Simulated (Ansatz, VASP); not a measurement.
# AgF in two plane-wave programs, part 2 of 2

One calculation is typed for both programs; each brings its own data sets. How far apart do they land? The cell is generated by rule, not measured, and may not be a known phase. The cell is taken from a series of runs on this material, whose earlier steps may have relaxed, scaled, displaced or heated it; both programs get it as it stands.

VASP 6.6.1 and Ansatz 0.2.0.

So far: Starting point; VASP: zone-centre phonons, PBEsol.

The structure was built from a prototype and need not be the compound's stable phase.

### 3. Ansatz: zone-centre phonons, PBEsol

Level of this step: Ansatz beside VASP: Kohn-Sham DFT, plane waves, PBEsol (Ansatz).

Ansatz runs on its default PAW (the set named soft_2) files.

The same cell, functional, mesh and smearing now go to Ansatz, which takes its cutoff from its data sets.

File input.yaml:

```yaml
crystal:
  lattice:
    - [4.1018079834, -2.9963e-06, 0.0]
    - [-2.0509013968, 3.5522714132, 0.0]
    - [0.0, 0.0, 4.8216818981]
  atoms:
    - { symbol: Ag, position: [0.3333333333, 0.6666666667, 0.25] }
    - { symbol: Ag, position: [0.6666666667, 0.3333333333, 0.75] }
    - { symbol: F, position: [0.6666666667, 0.3333333333, 0.25] }
    - { symbol: F, position: [0.3333333333, 0.6666666667, 0.75] }
kpoints:
  mp_grid: { grid: [12, 12, 8] }
hamiltonian:
  xc: pbesol
scf:
  occupations: { method: methfessel_paxton, width: 0.15 }
output:
  eigenvalues: true
phonons:
  method: dfpt
```

Started as:

```bash
ansatz run input.yaml --threads 4 --pin off --max-ram 7168MiB --backend cpu --events-out ev --progress --plain --runs-dir out
```

Numbers of over 12 decimals in the logs are rounded to 6 here.

Output:

```text
Engine: ansatz 0.2.0, aarch64-unknown-linux-gnu
Pseudopotentials: kind: paw
Pseudopotential: Ag, paw, valence charge 19, recommended cutoff 420 eV (normal), Ag.paw.azcp
Pseudopotential: F, paw, valence charge 7, recommended cutoff 420 eV (normal), F.paw.azcp
Functional definition: PBEsol
  exchange = pbesol_x
  correlation = pbesol_c
Crystal: 4 atoms, lattice volume = 70.255 Å³
Basis set: ecut = 420 eV, 1349 PW (Γ), exchange–correlation on 60×60×72 points (8 copies of the dense FFT grid, shifted against one another)
Bands: 32, of which v1, the nominal top of the filled ones, is band 26 counted from 1 (25 counted from 0)
Symmetry: 24 space group operations
k-points: 320 of 1152 (irreducible under 2 space group operations, time reversal used)
Non-local potential: Ag, projectors of the file, l = 0: 3, l = 1: 2, l = 2: 2, l = 3: 1
Non-local potential: F, projectors of the file, l = 0: 2, l = 1: 2, l = 2: 1
PAW form: soft (Blöchl's): semilocal exchange-correlation on the pseudo side does not see the compensation charge
PAW frozen core: Ag, regenerated for the run's functional, and the local potential with it (the file was generated under x = pbe(κ = 0.804, μ = 0.219515), c = pbe(β = 0.066725))
PAW frozen core: F, regenerated for the run's functional, and the local potential with it (the file was generated under x = pbe(κ = 0.804, μ = 0.219515), c = pbe(β = 0.066725))
PAW one-centre angular grid: Ag, 590 points (default); XC on 64 Gauss nodes
PAW one-centre angular grid: F, 110 points (default); XC on 64 Gauss nodes
Initial density: superposition of atomic densities (neutral atoms: chi_scale 0, normalization atom), corrected by the library's trained network
Initial wavefunctions: pseudopotential atomic-orbital guess
Functional: x = pbesol(κ = 0.804, μ = 0.123457), c = pbesol(β = 0.046)
SCF iter   1: F=—  HF=-16642.869936 eV  |F-HF|=—  |Δ(HF+E_count)|=         —  Δρ=1.43e-2  dr2=9.73e-2  ethr=1.77e-3  ⟨swp⟩=5.1  Hψ=35237  notcnv=0  defer=20
preconditioner: auto → LDOS  [metal: Δε(μ)=0.018 eV  Ē_g=11.745 eV  σ=0.150 eV  W_gap=0.10  n_scr=20 (ndim 8)  ℏωp=26.6 eV  f_vac=0.199  D(μ)=1.09/eV (n_scr^D=2)  β→1.0]
SCF iter   2: F=—  HF=-16642.882982 eV  |F-HF|=—  |Δ(HF+E_count)|=   1.30e-2  S|Δr|=    0.00e0  Δρ=1.63e-2  dr2=1.22e-1  ethr=1.87e-4  ⟨swp⟩=2.0  Hψ=19941  notcnv=0  defer=532
SCF iter   3: F=—  HF=-16642.848382 eV  |F-HF|=—  |Δ(HF+E_count)|=   3.46e-2  S|Δr|=    0.00e0  Δρ=3.76e-3  dr2=5.92e-3  ethr=1.87e-4  ⟨swp⟩=2.0  Hψ=15389  notcnv=0  defer=532
SCF iter   4: F=—  HF=-16642.846736 eV  |F-HF|=—  |Δ(HF+E_count)|=   1.65e-3  S|Δr|=    0.00e0  Δρ=4.03e-4  dr2=1.06e-4  ethr=1.14e-5  ⟨swp⟩=2.0  Hψ=15160  notcnv=0  defer=532
SCF iter   5: F=—  HF=-16642.846717 eV  |F-HF|=—  |Δ(HF+E_count)|=   1.87e-5  S|Δr|=    0.00e0  Δρ=3.22e-5  dr2=2.98e-7  ethr=2.03e-7  ⟨swp⟩=2.4  Hψ=15189  notcnv=0  defer=532
SCF iter   6: F=—  HF=-16642.846719 eV  |F-HF|=—  |Δ(HF+E_count)|=   1.68e-6  S|Δr|=    0.00e0  Δρ=3.68e-6  dr2=4.38e-9  ethr=5.74e-10  ⟨swp⟩=2.0  Hψ=16527  notcnv=0  defer=529
SCF iter   7: F=—  HF=-16642.846719 eV  |F-HF|=—  |Δ(HF+E_count)|=   1.28e-9  S|Δr|=    0.00e0  Δρ=3.53e-7  dr2=5.03e-11  ethr=8.42e-12  ⟨swp⟩=2.0  Hψ=15551  notcnv=0  defer=529
SCF iter   8: F=-16642.846719 eV  HF=-16642.846719 eV  |F-HF|=0.00e0  |Δ(HF+E_count)|=  8.00e-11  S|Δr|=    0.00e0  Δρ=4.11e-8  dr2=9.15e-13  ethr=1.00e-12  ⟨swp⟩=9.1  Hψ=47800  notcnv=0
SCF 1 converged in 8 iterations: F = -16642.846719 eV  dr2 = 9.15e-13
  greatest PAW one-centre occupation: 1.000 electrons in one spin orbital (limit 2), on the Ag atom at site 1 (counted from 0), in its partial waves of l = 0
DFPT response loops at Γ: preconditioner auto → none (partly filled bands, converged f_vac=0.199); β = 0.50; Broyden in place of MSR1
SCF converged after 8 iterations
Stability not checked: this state was not tested for a lower state beside it, because cold or Methfessel-Paxton smearing, or corrected tetrahedra, fill the levels in a way that the test cannot read (fill_not_monotonic; see scf.lower_state_search)
Free energy (F): -16642.846719 eV
Harris-Foulkes:  -16642.846719 eV  (|F-HF|=0.00e0)
Internal energy: -16642.850767 eV  (E = F + TS)
E sigma→0 (E₀):  -16642.847731 eV
Entropy (-TS):   0.004048 eV (1.012 meV/atom)
Fermi energy:    7.041160 eV
--- Per-component energies (eV) ---
  E_band       = -788.584884
  E_kinetic    = 1466.965135
  E_local      = -7214.242485  (includes V_loc(G=0)·N_el)
  E_nonlocal   = 322.867274
  E_hartree    = 3132.492408
  E_xc         = -518.418383
  E_vxc        = -663.182351  (∫ρ·V_xc dr)
  E_paw        = -8064.174443  (= ΣΔE_a)
  E_vpaw       = -965.981911  (= ΣTr[D̂ρ^β])
  E_aug_tail   = 0.004607  (compensation charges beyond the density's cutoff)
  E_ewald      = -5769.075246
  E_core_change = 0.730363  (= ΣΔE_core)
  E_smearing   = 0.004048  (= −TS)
  E_closure    = 0.000000  (closes the sum)
  Σ components = -16642.846719   (vs F -16642.846719, Δ=0.00e0)
--- Band table (eV; the first three rows and the last of 320) ---
  k-point 0: bands = [... 22 lower, 6.5654, 6.5654, 6.5740, 6.5740, 6.6976, 12.6749, 14.3406, 17.9456, ... 2 higher]
  k-point 1: bands = [... 22 lower, 6.5674, 6.5674, 6.5748, 6.5748, 6.9443, 12.1935, 14.9467, 17.8978, ... 2 higher]
  k-point 2: bands = [... 22 lower, 6.5724, 6.5724, 6.5772, 6.5772, 7.6556, 11.3691, 16.1427, 17.7804, ... 2 higher]
  k-point 319: bands = [... 22 lower, 5.8815, 5.8815, 6.9773, 6.9773, 11.7571, 11.7571, 14.0812, 14.0812, ... 2 higher]
--- Phonons (Γ-DFPT): 4 representative perturbations + reference, on 320 of 1152 k-points (Σ response iterations 13) ---
  k mesh reduced under 2 symmetry operations, with k and −k counted as one. Each operation leaves every solved perturbation unchanged. A smaller set is not used because it would not reduce the number of displacements times k-points to solve
  ASR residual: 1.681e-5 → 0.000e0 eV/Å²; symmetrization residual: 2.437e-4 eV/Å²
  ASR residual per site (eV/Å²): 8.33e-6 8.33e-6 1.68e-5 1.68e-5
  Γ frequencies (cm⁻¹): -11.77 0.00 0.00 0.00 7.14 7.14 167.66 167.66 198.37 198.37 209.65 251.53
  non-analytic LO–TO correction: not included (Born effective charges unavailable; polar crystals: no LO–TO splitting at Γ)
```

In the SCF lines HF is the Harris–Foulkes energy and dr2 the Hartree energy of the density residual, in eV; the loop may stop once dr2 is under the threshold and the program's other checks hold. Hψ counts applications of the Hamiltonian.

### 4. Differences

Known differences besides the potentials themselves: the data sets hold 52 valence electrons in Ansatz (on its default PAW (the set named soft_2) files) and 36 in VASP; the cutoff is 420 eV in Ansatz and 600 eV in VASP; Ansatz makes its cores anew for this functional, VASP keeps those of its PBE data sets. Total energies have different zeros and are not compared.

Both answers:

| quantity | Ansatz | VASP | difference |
| --- | --- | --- | --- |
| optical mode 1 (imaginary, printed as negative) (cm⁻¹) | -11.8 | -22.4 | +10.6 |
| optical mode 2 to 3 (cm⁻¹) | 7.1 | 4.8 | +2.3 |
| optical mode 4 to 5 (cm⁻¹) | 167.7 | 169.6 | -1.17 % |
| optical mode 6 to 7 (cm⁻¹) | 198.4 | 199.9 | -0.75 % |
| optical mode 8 (cm⁻¹) | 209.7 | 209.5 | +0.07 % |
| optical mode 9 (cm⁻¹) | 251.5 | 250.2 | +0.52 % |

Modes are paired by rising frequency, not by their patterns, so a pair may set unlike modes beside each other; they are those without the splitting of longitudinal modes.

### 5. Outcome

```
r.m.s. difference of the optical zone-centre modes, each program's sorted by frequency (zone-centre phonons, PBEsol) : 3.9 cm⁻¹
difference in optical mode 4 to 5 (zone-centre phonons, PBEsol)                                                      : -1.2 %
```

What this shows: The r.m.s. difference of the optical zone-centre modes, each program's sorted by frequency is 3.9 cm⁻¹ (zone-centre phonons, PBEsol). The data sets hold unlike numbers of valence electrons (52 in Ansatz and 36 in VASP), so part of the differences comes from the potentials. Among the rows given in per cent, the largest difference of the zone-centre phonons, PBEsol pair is in optical mode 4 to 5, -1.2 %. What causes the difference of the zone-centre phonons, PBEsol pair stays open here. How closely two codes agree says nothing of how well the functional describes the real material.

[Lines on the potential files, build, host, timing and source positions are cut from VASP's logs without a mark.]

[Logs are printed without paths, hosts, clocks, repeated set-up lines and the standing remarks that a program may print on its own settings, such as how far it seeks lower states.]

[Hosts, paths, dates, database ids (printed as entryN), source tags and the programs' standing remarks are cut or masked in the printed files.]
